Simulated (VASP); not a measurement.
Method: PBE GGA with spin-orbit coupling, VASP's PBE PAW potentials (set 64) (plane waves; VASP).

VASP input:

File POSCAR:
```
Hf2Si
1
    4.5967850000     0.0000000000     0.0000000000
   -2.2983920000     3.9809320000     0.0000000000
    0.0000000000     0.0000000000     5.6323240000
Si Hf
2 4
Direct
  0.3304260000   0.6732630000   0.2638710000
  0.6551320000   0.3146350000   0.7491300000
  0.0003630000  -0.0077950000  -0.0027520000
  0.0144340000   0.0060670000   0.4951600000
  0.3431430000   0.6811410000   0.7473840000
  0.6565030000   0.3326890000   0.2472080000
```

KPOINTS:
```
kpoints
0
G
 3 3 2
```

INCAR:
```
SYSTEM = Hf2Si
PREC = Accurate
ENCUT = 300
EDIFF = 1E-6
NELM = 100
ALGO = Normal
LREAL = .FALSE.
LASPH = .TRUE.
ISMEAR = 0
SIGMA = 0.05
GGA = PE
LMAXMIX = 6
LWAVE = .FALSE.
LCHARG = .FALSE.
ISIF = 2
LSORBIT = .TRUE.
LNONCOLLINEAR = .TRUE.
MAGMOM = 0.0 0.0 0.0 0.0 0.0 0.0 0.0 0.0 0.0 0.0 0.0 0.0 0.0 0.0 0.0 0.0 0.0 0.0
GGA_COMPAT = .FALSE.
LORBIT = 11
```

POTCAR, in this order: Si Hf_pv (PBE.64 set). Program: vasp_ncl.

The resulting files:

OUTCAR:
```
 ion  position               nearest neighbor table
   1  0.330  0.673  0.264-   6 2.63   6 2.66   6 2.68   5 2.72   4 2.89   5 2.91   4 2.96   3 2.99
                             4 3.02   3 3.06   3 3.10
   2  0.655  0.315  0.749-   5 2.52   5 2.70   5 2.74   6 2.81   6 2.83   4 2.92   3 2.96   3 3.00
                             4 3.02   3 3.04   4 3.10
   3  0.000  0.992  0.997-   4 2.81   4 2.83   2 2.96   5 2.96   6 2.97   5 2.97   6 2.98   1 2.99
                             2 3.00   2 3.04   1 3.06   6 3.07   5 3.08   1 3.10
   4  0.014  0.006  0.495-   3 2.81   3 2.83   1 2.89   6 2.91   2 2.92   1 2.96   5 2.96   1 3.02
                             2 3.02   6 3.02   5 3.03   5 3.04   6 3.06   2 3.10
   5  0.343  0.681  0.747-   2 2.52   2 2.70   1 2.72   2 2.74   1 2.91   3 2.96   4 2.96   3 2.97
                             4 3.03   4 3.04   3 3.08   6 3.83   6 3.83   6 3.86   6 3.86
   6  0.657  0.333  0.247-   1 2.63   1 2.66   1 2.68   2 2.81   2 2.83   4 2.91   3 2.97   3 2.98
                             4 3.02   4 3.06   3 3.07   5 3.83   5 3.83   5 3.86   5 3.86
  LATTYP: Found a hexagonal cell.
 ALAT       =     4.5967850000
 C/A-ratio  =     1.2252746213
 Subroutine PRICEL returns:
 Original cell was already a primitive cell.
 Subroutine GETGRP returns: Found  1 space group operations
The static configuration has the point symmetry C_1 .
The dynamic configuration has the point symmetry C_1 .
The overall configuration has the point symmetry C_1 .
 Subroutine INISYM returns: Found  1 space group operations
 Subroutine IBZKPT returns following result:
 Found     18 irreducible k-points:

 Following reciprocal coordinates:
            Coordinates               Weight
  0.000000  0.000000  0.000000      1.000000
  0.333333 -0.000000  0.000000      1.000000
 -0.333333  0.000000  0.000000      1.000000
  0.000000  0.333333  0.000000      1.000000
  0.000000 -0.333333  0.000000      1.000000
 -0.333333  0.333333  0.000000      1.000000
  0.333333 -0.333333  0.000000      1.000000
  0.333333  0.333333  0.000000      1.000000
 -0.333333 -0.333333  0.000000      1.000000
  0.000000  0.000000  0.500000      1.000000
  0.333333 -0.000000  0.500000      1.000000
 -0.333333  0.000000  0.500000      1.000000
...
```

OSZICAR:
```
       N       E                     dE             d eps       ncg     rms          rms(c)
DAV:   1     0.176872310682E+03    0.17687E+03   -0.18965E+04  2184   0.108E+03
DAV:   2    -0.426563302897E+02   -0.21953E+03   -0.21184E+03  2432   0.313E+02
DAV:   3    -0.571258138360E+02   -0.14469E+02   -0.13802E+02  2632   0.550E+01
DAV:   4    -0.575115724244E+02   -0.38576E+00   -0.37381E+00  2432   0.886E+00
DAV:   5    -0.575222118153E+02   -0.10639E-01   -0.10558E-01  2424   0.121E+00    0.113E+02
DAV:   6    -0.559569414143E+02    0.15653E+01   -0.31891E+00  2280   0.839E+00    0.692E+01
DAV:   7    -0.556761787210E+02    0.28076E+00   -0.14487E+00  2384   0.643E+00    0.339E+01
DAV:   8    -0.556820940511E+02   -0.59153E-02   -0.13646E-01  2472   0.207E+00    0.270E+00
DAV:   9    -0.556551978831E+02    0.26896E-01   -0.14044E-01  2248   0.188E+00    0.727E-01
DAV:  10    -0.556555359465E+02   -0.33806E-03   -0.10900E-02  2456   0.588E-01    0.494E-01
DAV:  11    -0.556552634692E+02    0.27248E-03   -0.11306E-03  2368   0.239E-01    0.163E-01
DAV:  12    -0.556552660816E+02   -0.26124E-05   -0.45743E-04  2480   0.120E-01    0.129E-01
DAV:  13    -0.556552608981E+02    0.51835E-05   -0.65716E-05  2320   0.537E-02    0.291E-02
DAV:  14    -0.556552611040E+02   -0.20591E-06   -0.87930E-06  2416   0.165E-02
   1 F= -.55655261E+02 E0= -.55655258E+02  d E =-.714939E-05  mag=    -0.0000     0.0000     0.0000
```

### OUTCAR
```
------------------------ aborting loop because EDIFF is reached ----------------------------------------
  FORCE on cell =-STRESS in cart. coord.  units (eV):
  Direction    XX          YY          ZZ          XY          YZ          ZX
  --------------------------------------------------------------------------------------
  Total        8.1549536     10.2660950      4.0508097      0.0221461      0.0075155     -0.0473339
  in kB      126.7667915    159.5839760     62.9688619      0.3442563      0.1168264     -0.7357935
  external PRESSURE =     116.4398765 kB  Pullay stress =       0.0000000 kB
  volume of cell :      103.07
      direct lattice vectors                 reciprocal lattice vectors
     4.596785000  0.000000000  0.000000000     0.217543348  0.125598702  0.000000000
    -2.298392000  3.980932000  0.000000000     0.000000000  0.251197458  0.000000000
     0.000000000  0.000000000  5.632324000     0.000000000  0.000000000  0.177546604
 POSITION                                       TOTAL-FORCE (eV/Angst)
 -----------------------------------------------------------------------------------
     -0.02853      2.68021      1.48621         0.068749     -0.386824     -0.892373
      2.28835      1.25254      4.21934         0.196788      1.293125      0.118007
     -2.27881      3.94990      5.61682        -0.327289      0.305796     -0.018713
      0.05241      0.02415      2.78890        -0.612572     -0.080156      0.287440
      0.01183      2.71158      4.20951         0.034319     -1.435831      0.464510
      2.25315      1.32441      1.39236         0.640005      0.303889      0.041130
 -----------------------------------------------------------------------------------
    total drift:                                0.000026      0.000211      0.001175
  FREE ENERGIE OF THE ION-ELECTRON SYSTEM (eV)
  ---------------------------------------------------
  free  energy   TOTEN  =       -55.6552611040 eV

  energy  without entropy=      -55.6552539546  energy(sigma->0) =      -55.65525753

 total charge

# of ion       s       p       d       tot
------------------------------------------
    1        0.740   0.944   0.000   1.684
    2        0.741   0.945   0.000   1.686
    3        0.363   6.437   1.873   8.673
    4        0.364   6.454   1.887   8.705
    5        0.346   6.581   1.825   8.753
    6        0.345   6.579   1.817   8.741
--------------------------------------------------
tot          2.901  27.941   7.402  38.243

 magnetization (x)

# of ion       s       p       d       tot
------------------------------------------
    1        0.000   0.000   0.000   0.000
    2        0.000   0.000   0.000   0.000
    3       -0.000  -0.000  -0.000  -0.000
    4        0.000   0.000   0.000   0.000
    5        0.000   0.000   0.000   0.000
    6        0.000  -0.000   0.000  -0.000
--------------------------------------------------
tot          0.000  -0.000  -0.000  -0.000

 magnetization (y)

# of ion       s       p       d       tot
------------------------------------------
    1       -0.000   0.000   0.000   0.000
    2       -0.000   0.000   0.000   0.000
    3       -0.000  -0.000  -0.000  -0.000
    4        0.000   0.000   0.000   0.000
    5        0.000  -0.000  -0.000  -0.000
    6        0.000   0.000   0.000   0.000
--------------------------------------------------
tot         -0.000  -0.000  -0.000  -0.000

 magnetization (z)

# of ion       s       p       d       tot
------------------------------------------
    1        0.000   0.000   0.000   0.000
    2       -0.000  -0.000   0.000  -0.000
    3        0.000   0.000   0.000   0.000
    4       -0.000  -0.000  -0.000  -0.000
    5       -0.000  -0.000  -0.000  -0.000
    6        0.000   0.000   0.000   0.000
--------------------------------------------------
tot          0.000  -0.000  -0.000  -0.000

 Ion:    1  E_soc:     -0.0009455

 Ion:    2  E_soc:     -0.0009400

 Ion:    3  E_soc:     -1.3668036

 Ion:    4  E_soc:     -1.3674474

 Ion:    5  E_soc:     -1.3503873

 Ion:    6  E_soc:     -1.3491103
```
(Selected blocks of OUTCAR.)

At this cut-off the stress carries a Pulay error, which pulls relaxed volumes low.

The structure was generated: Hf2Si was put into an ordered model structure, which need not be its known phase. The cell was not relaxed at this level, atoms are displaced from their ideal sites. The k-mesh is coarse (spacing up to 0.56 per Å, 2π included), so the numbers may not be converged in it. The run is one of a series of settings (GGA_COMPAT = .FALSE., LNONCOLLINEAR = .TRUE., LSORBIT = .TRUE., MAGMOM = 0.0 0.0 0.0 0.0 0.0 0.0 0.0 0.0 0.0 0.0 0.0 0.0 0.0 0.0 0.0 0.0 0.0 0.0, program vasp_ncl against the base run), some of them coarse on purpose.
